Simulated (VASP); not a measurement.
Energy against volume of CdSe (zinc blende). Method: RPBE GGA, VASP's PBE PAW potentials (set 64) (plane waves; VASP). Numerical set-up: 520 eV cut-off, 7×7×7 Γ-centred mesh, Gaussian smearing of 0.050 eV, potentials Cd Se.

| V (Å³/atom) | E (eV/atom) |
|---|---|
| 29.315 | -2.42407 |
| 30.251 | -2.43582 |
| 31.186 | -2.43944 |
| 32.122 | -2.43621 |

Q: Fit these four points and predict the energy of the run at 33.058 Å³/atom.

A: A cubic in V^(−2/3), the third-order Birch-Murnaghan form, passes through the four points with V0 = 31.19 Å³/atom and B0 = 39 GPa, and gives -2.4272 eV/atom there. The run gave -2.4272 eV/atom, -0.0 meV/atom from the fit; all five points give B0 = 39 GPa.

The compound is CdSe in the zinc blende structure, whereas wurtzite is the usual form. It was relaxed first, which changed the volume by +13 %.
